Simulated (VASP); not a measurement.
Consider the following.

```xyz
3
Lattice="1.7490 -3.0294 0.0000 1.7490 3.0294 0.0000 0.0000 0.0000 5.6517" Properties=species:S:1:pos:R:3 pbc="T T T"
Pt     0.0000     0.0000     0.0000
S      1.7490     1.0098     1.2139
S      1.7490    -1.0098     4.4378
```

Level of theory: MS2 meta-GGA, VASP's PBE PAW potentials (set 64) (plane waves; VASP). Run with 520 eV cut-off, 7×7×4 Γ-centred mesh, Gaussian smearing of 0.050 eV, potentials Pt S.

Problem. The ions and cell shape at fixed volume are relaxed. What does this cell relax into?

Solution. 
```xyz
3
Lattice="1.7647 -3.0565 0.0000 1.7647 3.0565 0.0000 0.0000 0.0000 5.5519" Properties=species:S:1:pos:R:3 pbc="T T T"
Pt     0.0000     0.0000     0.0000
S      1.7647     1.0188     1.2262
S      1.7647    -1.0188     4.3257
```
Space group P-3m1 (164), at a tolerance of 0.03 Å.

Problem. How much energy does the relaxation gain?

Solution. The energy (σ→0) changes by -6.5 meV/atom, in 6 ionic steps.

The compound is PtS2 in the 1T layered structure. This cell is one point of a volume scan, at 0.97 of the reference volume. Symmetry was kept, so distortions that lower it aren't found.
